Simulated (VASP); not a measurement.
# Relaxed cell of GeSb4Te7: a test of cutoff and mesh, part 2 of 2

How far does the relaxed cell of GeSb4Te7 depend on cutoff and k mesh? The starting structure is a computed structure from the Materials Project. The first relaxation on each setting starts from this cell expanded by 3 % in volume.

VASP 6.6.1.

Results so far: reference 30.46 Å³ an atom; a cutoff of 310 eV 30.44 Å³ an atom.

**4. Relaxation with a 3×3×1 mesh**

Level of this step: PBEsol; plane waves and PAW (Te, Sb, Ge_d) (VASP).

Against step 2 the input has a 3×3×1 mesh (also changed: KPAR). This run starts from the cell of an earlier relaxation, which isn't shown; the restart sets up the plane waves anew.

Contents of INCAR:

```
SYSTEM = GeSb4Te7
PREC = Accurate
ENCUT = 450
EDIFF = 1E-06
NELM = 100
ISMEAR = 0
SIGMA = 0.03
LREAL = .FALSE.
ALGO = Normal
GGA = PS
NBANDS = 50
LORBIT = 11
LWAVE = .FALSE.
LCHARG = .FALSE.
NCORE = 4
IBRION = 2
NSW = 50
ISIF = 3
EDIFFG = -0.006
```

Contents of POSCAR:

```
GeSb4Te7
1.0
    4.3133758243      0.0000000000      0.0000000000
   -2.1566879121      3.7354930399      0.0000000000
    0.0000000000      0.0000000000     22.7633444416
Te Sb Ge
7 4 1
Direct
    0.0000000000      0.0000000000      0.2711175572
    0.0000000000      0.0000000000      0.0000000000
    0.3333333333      0.6666666667      0.5713375727
    0.6666666667      0.3333333333      0.4286624273
    0.0000000000      0.0000000000      0.7288824428
    0.6666666667      0.3333333333      0.1570566365
    0.3333333333      0.6666666667      0.8429433635
    0.6666666667      0.3333333333      0.6565925749
    0.3333333333      0.6666666667      0.0841472372
    0.3333333333      0.6666666667      0.3434074251
    0.6666666667      0.3333333333      0.9158527628
    0.0000000000      0.0000000000      0.5000000000
```

Contents of KPOINTS:

```
Automatic mesh
0
Gamma
3 3 1
0 0 0
```

Potentials, in the order of the species: Te, Sb and Ge_d (PBE family, release 64).

On the command line:

```
> mpirun -np 16 vasp_std
```

What it wrote:

```text
[banner, memory and clock lines left out]
running   16 mpi-ranks, on    1 nodes
[...]
[... a notice as in an earlier step ...]

 LDA part: xc-table for (Slater+PW92), standard interpolation
|                                                                             |
|           W    W    AA    RRRRR   N    N  II  N    N   GGGG   !!!           |
|           W    W   A  A   R    R  NN   N  II  NN   N  G    G  !!!           |
|           W    W  A    A  R    R  N N  N  II  N N  N  G       !!!           |
|           W WW W  AAAAAA  RRRRR   N  N N  II  N  N N  G  GGG   !            |
|           WW  WW  A    A  R   R   N   NN  II  N   NN  G    G                |
|           W    W  A    A  R    R  N    N  II  N    N   GGGG   !!!           |
|                                                                             |
|     The number of bands has been changed from the values supplied in        |
|     The orbitals not found in the WAVECAR file will be initialized with     |
|     random numbers, which is usually adequate. For correlated               |
[...]
DAV:   2     0.295496373958E+02   -0.49287E+03   -0.46828E+03   368   0.303E+02
DAV:   3    -0.448842535812E+02   -0.74434E+02   -0.71491E+02   368   0.110E+02
DAV:   4    -0.494511189618E+02   -0.45669E+01   -0.44265E+01   384   0.318E+01
[...]
DAV:  17    -0.493866496847E+02    0.57737E-04   -0.99842E-05   360   0.343E-02    0.155E-01
DAV:  18    -0.493866447285E+02    0.49563E-05   -0.20253E-05   348   0.131E-02    0.120E-01
DAV:  19    -0.493866447467E+02   -0.18262E-07   -0.75981E-07   188   0.362E-03
   1 F= -.49386645E+02 E0= -.49386645E+02  d E =-.493866E+02
[... from here on, the cycles between the ionic steps are left out ...]
   2 F= -.49386600E+02 E0= -.49386600E+02  d E =0.449820E-04
   3 F= -.49386635E+02 E0= -.49386635E+02  d E =0.943484E-05
   4 F= -.49386635E+02 E0= -.49386635E+02  d E =0.100165E-04
   5 F= -.49386636E+02 E0= -.49386636E+02  d E =0.912731E-05
   6 F= -.49386635E+02 E0= -.49386635E+02  d E =0.935080E-05
   7 F= -.49386635E+02 E0= -.49386635E+02  d E =0.937088E-05
   8 F= -.49386645E+02 E0= -.49386645E+02  d E =-.970706E-05
[...]
trial-energy change:   -0.000010  1 .order   -0.000010   -0.000012   -0.000009
 step:   3.4217(harm=  4.2488)  dis= 0.00121  next Energy=   -49.386664 (dE=-0.289E-04)
 reached required accuracy - stopping structural energy minimisation
```

Run time: 8 s. Hardware: 16 MPI ranks of Intel Xeon 6975P-C (Granite Rapids), shared host; peak memory 2.5 GiB; 2 min of CPU time.

Parts of OUTCAR (step 4):

```text
  Total        0.0137675      0.0137675     -0.0154629      0.0000000      0.0000000      0.0000000
  in kB        0.0601601      0.0601601     -0.0675683      0.0000000      0.0000000      0.0000000
  external PRESSURE =       0.0175840 kB  Pullay stress =       0.0000000 kB

 POSITION                                       TOTAL-FORCE (eV/Angst)
 -----------------------------------------------------------------------------------
      2.15652      3.73520      6.17010         0.000000      0.000000     -0.003859
      0.00000     -0.00000     -0.00000        -0.000000     -0.000000      0.000000
     -0.00000      2.49013     13.00323         0.000000      0.000000     -0.001411
      2.15652      1.24507      9.75617        -0.000000     -0.000000      0.001411
     -0.00000     -0.00000     16.58929        -0.000000     -0.000000      0.003859
      2.15652      1.24507      3.57486        -0.000000     -0.000000      0.005650
     -0.00000      2.49013     19.18454         0.000000      0.000000     -0.005650
      2.15652      1.24507     14.94331         0.000000      0.000000     -0.003000
     -0.00000      2.49013      1.91528        -0.000000     -0.000000      0.002299
     -0.00000      2.49013      7.81608        -0.000000     -0.000000      0.003000
      2.15652      1.24507     20.84412         0.000000      0.000000     -0.002299
     -0.00000     -0.00000     11.37970        -0.000000     -0.000000      0.000000
 -----------------------------------------------------------------------------------
    total drift:                               -0.000000      0.000000     -0.000000

  FREE ENERGIE OF THE ION-ELECTRON SYSTEM (eV)
  ---------------------------------------------------
  free  energy   TOTEN  =       -49.3866450829 eV

  energy  without entropy=      -49.3866450829  energy(sigma->0) =      -49.38664508

[... 1 part as in an earlier step ...]

[... 3 further parts left out ...]
[key lines of the parts left out:]
E-fermi :   6.6302
```

With a 3×3×1 mesh the cell ends at 30.555 Å³ an atom, +0.32 % from the reference, a by +1.3 % and c by -2.2 %.

**5. Relaxation with a cutoff of 600 eV**

Against step 2 the input has ENCUT = 600. This run starts from the cell of an earlier relaxation, which isn't shown; the restart sets up the plane waves anew.

Edit INCAR of step 4 so:

```diff
@@ -2,3 +2,3 @@
 PREC = Accurate
-ENCUT = 450
+ENCUT = 600
 EDIFF = 1E-06
@@ -14,2 +14,3 @@
 LCHARG = .FALSE.
+KPAR = 4
 NCORE = 4
```

Contents of POSCAR:

```
GeSb4Te7
1.0
    4.2579579463      0.0000000000      0.0000000000
   -2.1289789731      3.6874997497      0.0000000000
    0.0000000000      0.0000000000     23.2938101531
Te Sb Ge
7 4 1
Direct
    0.0000000000      0.0000000000      0.2706373931
    0.0000000000      0.0000000000      0.0000000000
    0.3333333333      0.6666666667      0.5710005497
    0.6666666667      0.3333333333      0.4289994503
    0.0000000000      0.0000000000      0.7293626069
    0.6666666667      0.3333333333      0.1578552244
    0.3333333333      0.6666666667      0.8421447756
    0.6666666667      0.3333333333      0.6557930782
    0.3333333333      0.6666666667      0.0840293309
    0.3333333333      0.6666666667      0.3442069218
    0.6666666667      0.3333333333      0.9159706691
    0.0000000000      0.0000000000      0.5000000000
```

Contents of KPOINTS:

```
Automatic mesh
0
Gamma
6 6 1
0 0 0
```

On the command line:

```
> mpirun -np 16 vasp_std
```

What it wrote:

```text
[... set-up lines as in an earlier step ...]
 entering main loop
       N       E                     dE             d eps       ncg     rms          rms(c)
DAV:   1     0.620149813123E+03    0.62015E+03   -0.29678E+04   788   0.171E+03
DAV:   2     0.475536322252E+02   -0.57260E+03   -0.54966E+03   772   0.396E+02
DAV:   3    -0.430692595799E+02   -0.90623E+02   -0.85309E+02   856   0.125E+02
DAV:   4    -0.493460244475E+02   -0.62768E+01   -0.61014E+01   832   0.373E+01
[...]
DAV:  23    -0.493318031193E+02    0.31886E-05   -0.12618E-06   412   0.419E-03    0.627E-02
DAV:  24    -0.493317977633E+02    0.53560E-05   -0.94419E-06   886   0.991E-03    0.196E-02
DAV:  25    -0.493317974564E+02    0.30689E-06   -0.23946E-06   588   0.509E-03
   1 F= -.49331797E+02 E0= -.49331797E+02  d E =-.493318E+02
[...]
reached required accuracy - stopping structural energy minimisation
```

It took 19 s on 16 MPI ranks; peak memory 4.7 GiB.

OUTCAR, selected parts (step 5):

```text
  Total        0.0462195      0.0462195     -0.0096033      0.0000000      0.0000000     -0.0000000
  in kB        0.2024706      0.2024706     -0.0420683      0.0000000      0.0000000     -0.0000000
  external PRESSURE =       0.1209576 kB  Pullay stress =       0.0000000 kB

 POSITION                                       TOTAL-FORCE (eV/Angst)
 -----------------------------------------------------------------------------------
      0.00000      0.00000      6.30418        -0.000000      0.000000     -0.002523
      0.00000      0.00000      0.00000        -0.000000      0.000000     -0.000000
     -0.00000      2.45833     13.30078         0.000000     -0.000000      0.001279
      2.12898      1.22917      9.99303        -0.000000      0.000000     -0.001279
      0.00000      0.00000     16.98963        -0.000000     -0.000000      0.002523
      2.12898      1.22917      3.67705        -0.000000      0.000000      0.004690
     -0.00000      2.45833     19.61676         0.000000     -0.000000     -0.004690
      2.12898      1.22917     15.27592        -0.000000      0.000000      0.000150
     -0.00000      2.45833      1.95736        -0.000000      0.000000     -0.001276
     -0.00000      2.45833      8.01789         0.000000      0.000000     -0.000150
      2.12898      1.22917     21.33645        -0.000000     -0.000000      0.001276
      0.00000      0.00000     11.64691        -0.000000      0.000000     -0.000000
 -----------------------------------------------------------------------------------
    total drift:                                0.000000     -0.000000      0.000000

  FREE ENERGIE OF THE ION-ELECTRON SYSTEM (eV)
  ---------------------------------------------------
  free  energy   TOTEN  =       -49.3317974564 eV

  energy  without entropy=      -49.3317974564  energy(sigma->0) =      -49.33179746

[... 2 parts as in an earlier step ...]

[... 2 further parts left out ...]
[key lines of the parts left out:]
E-fermi :   6.8004
```

With a cutoff of 600 eV the cell ends at 30.478 Å³ an atom, +0.07 % from the reference.

**6. Relaxation with a 9×9×2 mesh**

Against step 2 the input has a 9×9×2 mesh (also changed: KPAR and NCORE). This run starts from the cell of an earlier relaxation, which isn't shown; the restart sets up the plane waves anew.

Edit INCAR of step 5 so:

```diff
@@ -2,3 +2,3 @@
 PREC = Accurate
-ENCUT = 600
+ENCUT = 450
 EDIFF = 1E-06
@@ -14,4 +14,3 @@
 LCHARG = .FALSE.
-KPAR = 4
-NCORE = 4
+KPAR = 16
 IBRION = 2
```

Contents of POSCAR:

```
GeSb4Te7
1.0
    4.2549452600      0.0000000000      0.0000000000
   -2.1274726300      3.6848906869      0.0000000000
    0.0000000000      0.0000000000     23.3774555254
Te Sb Ge
7 4 1
Direct
    0.0000000000      0.0000000000      0.2710273252
    0.0000000000      0.0000000000      0.0000000000
    0.3333333333      0.6666666667      0.5708223244
    0.6666666667      0.3333333333      0.4291776756
    0.0000000000      0.0000000000      0.7289726748
    0.6666666667      0.3333333333      0.1574250774
    0.3333333333      0.6666666667      0.8425749226
    0.6666666667      0.3333333333      0.6556405378
    0.3333333333      0.6666666667      0.0839178988
    0.3333333333      0.6666666667      0.3443594622
    0.6666666667      0.3333333333      0.9160821012
    0.0000000000      0.0000000000      0.5000000000
```

Contents of KPOINTS:

```
Automatic mesh
0
Gamma
9 9 2
0 0 0
```

On the command line:

```
> mpirun -np 16 vasp_std
```

What it wrote:

```text
[banner, memory and clock lines left out]
running   16 mpi-ranks, on    1 nodes
[...]
|                                                                             |
|           W    W    AA    RRRRR   N    N  II  N    N   GGGG   !!!           |
|           W    W   A  A   R    R  NN   N  II  NN   N  G    G  !!!           |
|           W    W  A    A  R    R  N N  N  II  N N  N  G       !!!           |
|           W WW W  AAAAAA  RRRRR   N  N N  II  N  N N  G  GGG   !            |
|           WW  WW  A    A  R   R   N   NN  II  N   NN  G    G                |
|           W    W  A    A  R    R  N    N  II  N    N   GGGG   !!!           |
|                                                                             |
|     For optimal performance we recommend to set                             |
|       NCORE = 2 up to number-of-cores-per-socket                            |
|     NCORE specifies how many cores store one orbital (NPAR=cpu/NCORE).      |
|     This setting can greatly improve the performance of VASP for DFT.       |
[...]
DAV:   3    -0.492747131651E+02    0.67449E-04   -0.11589E-04  3126   0.555E-02    0.264E-02
DAV:   4    -0.492747052395E+02    0.79256E-05   -0.15593E-05  3256   0.197E-02    0.180E-02
DAV:   5    -0.492747047099E+02    0.52968E-06   -0.73071E-06  2940   0.137E-02
   2 F= -.49274705E+02 E0= -.49274624E+02  d E =0.558343E-04
 trial-energy change:    0.000056  1 .order    0.000015   -0.000092    0.000123
 step:   0.2290(harm=  0.4284)  dis= 0.00006  next Energy=   -49.274771 (dE=-0.101E-04)
[...]
N       E                     dE             d eps       ncg     rms          rms(c)
DAV:   1    -0.492748655574E+02   -0.16032E-03   -0.30031E-03  3064   0.305E-01    0.777E-02
DAV:   2    -0.492747668089E+02    0.98749E-04   -0.19645E-04  3326   0.970E-02    0.385E-02
DAV:   3    -0.492747389947E+02    0.27814E-04   -0.67889E-05  3032   0.454E-02    0.213E-02
DAV:   4    -0.492747311738E+02    0.78209E-05   -0.48215E-05  3068   0.407E-02    0.123E-02
DAV:   5    -0.492747241735E+02    0.70003E-05   -0.23445E-05  3002   0.257E-02    0.744E-03
DAV:   6    -0.492747238636E+02    0.30994E-06   -0.67360E-06  2680   0.103E-02
   3 F= -.49274724E+02 E0= -.49274645E+02  d E =0.366805E-04
[...]
reached required accuracy - stopping structural energy minimisation
```

It took 69 s on 16 MPI ranks; peak memory 11 GiB.

Parts of OUTCAR (step 6):

```text
  Total        0.0188856      0.0188856     -0.0590777      0.0000000      0.0000000      0.0000000
  in kB        0.0825691      0.0825691     -0.2582921      0.0000000      0.0000000      0.0000000
  external PRESSURE =      -0.0310513 kB  Pullay stress =       0.0000000 kB

 POSITION                                       TOTAL-FORCE (eV/Angst)
 -----------------------------------------------------------------------------------
      0.00000     -0.00000      6.33518        -0.000000      0.000000     -0.003247
      0.00000     -0.00000      0.00000        -0.000000      0.000000      0.000000
     -0.00000      2.45648     13.34287        -0.000000     -0.000000      0.005030
      2.12737      1.22824     10.03187         0.000000      0.000000     -0.005030
      0.00000     -0.00000     17.03956         0.000000     -0.000000      0.003247
      2.12737      1.22824      3.67980        -0.000000     -0.000000      0.005671
     -0.00000      2.45648     19.69493         0.000000      0.000000     -0.005671
      2.12737      1.22824     15.32545        -0.000000      0.000000     -0.001097
     -0.00000      2.45648      1.96162        -0.000000     -0.000000      0.002690
     -0.00000      2.45648      8.04929         0.000000     -0.000000      0.001097
      2.12737      1.22824     21.41312        -0.000000      0.000000     -0.002690
      0.00000     -0.00000     11.68737        -0.000000      0.000000      0.000000
 -----------------------------------------------------------------------------------
    total drift:                                0.000000      0.000000      0.000000

  FREE ENERGIE OF THE ION-ELECTRON SYSTEM (eV)
  ---------------------------------------------------
  free  energy   TOTEN  =       -49.2747238636 eV

  energy  without entropy=      -49.2745652180  energy(sigma->0) =      -49.27464454

[... 1 part as in an earlier step ...]

[... 3 further parts left out ...]
[key lines of the parts left out:]
E-fermi :   6.8310
```

With a 9×9×2 mesh the cell ends at 30.538 Å³ an atom, +0.26 % from the reference, a by -0.1 % and c by +0.4 %.

**7. The runs compared**

```csv
run,volume (Å³/atom),change (%),pressure left (GPa),core minutes
reference,30.458,-,0.0,111.0
a cutoff of 310 eV,30.439,-0.06,0.01,25.9
a 3×3×1 mesh,30.555,0.32,0.0,16.8
a cutoff of 600 eV,30.478,0.07,0.01,94.3
a 9×9×2 mesh,30.538,0.26,0.0,231.0
```

Core minutes are wall time times ranks, summed over the relaxations behind a row (those for a bulk modulus apart), on shared hosts.

**8. What came out**

- volume of the reference: 30.46 Å³/atom
- volume against the reference, a cutoff of 310 eV: -0.06 %
- volume against the reference, a 3×3×1 mesh: +0.32 %
- volume against the reference, a cutoff of 600 eV: +0.07 %
- volume against the reference, a 9×9×2 mesh: +0.26 %

In words: The volume moves most with a 3×3×1 mesh: +0.32 %, a by +1.3 % and c by -2.2 % against the reference (450 eV, 6×6×1 mesh). On finer settings it changes by +0.07 % with a cutoff of 600 eV and +0.26 % with a 9×9×2 mesh. The bonds form layers, and no dispersion term is on, so the spacing between them is unreliable throughout. Further runs on this material are not shown.

[Lines on the potential files, build, host, timing and source positions are cut from VASP's logs without a mark.]

[Logs are printed without paths, hosts, clocks, repeated set-up lines and the standing remarks that a program may print on its own settings, such as how far it seeks lower states.]

[Hosts, paths, dates, database ids (printed as entryN), source tags and the programs' standing remarks are cut or masked in the printed files.]
